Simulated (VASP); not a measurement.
## PbO (relaxed from the wurtzite structure, space group P6_3mc): computed properties

Calculation: PBEsol GGA, VASP's PBE PAW potentials (set 64) (plane waves; VASP).

For PbO, the space group is P6_3mc (186) and the cell is a = b = 4.181 Å, c = 5.526 Å, α = β = 90.00°, γ = 120.00°. The volume per atom is 20.92 Å³/atom, the band gap (over mesh and band path) is 1.63 eV and the smallest direct gap (over mesh and band path) is 1.85 eV. The band-edge character is indirect, H to L-M at 0.22 and the density comes out as 8.86 g/cm³.

```xyz
4
Lattice="4.1815 0.0000 0.0000 -2.0907 3.6213 0.0000 0.0000 0.0000 5.5261" Properties=species:S:1:pos:R:3 pbc="T T T"
Pb     0.0000     2.4142     5.3889
Pb     2.0907     1.2071     2.6258
O      0.0000     2.4142     2.2095
O      2.0907     1.2071     4.9726
```

Unless said otherwise, spin-orbit coupling is left out, though it shifts the bands of the heavy elements here.

The structure was generated: PbO was put into the wurtzite type (P6_3mc), which need not be its known phase. It was relaxed first, which changed the volume by +43 %. Symmetry was kept, so distortions that lower it aren't found.
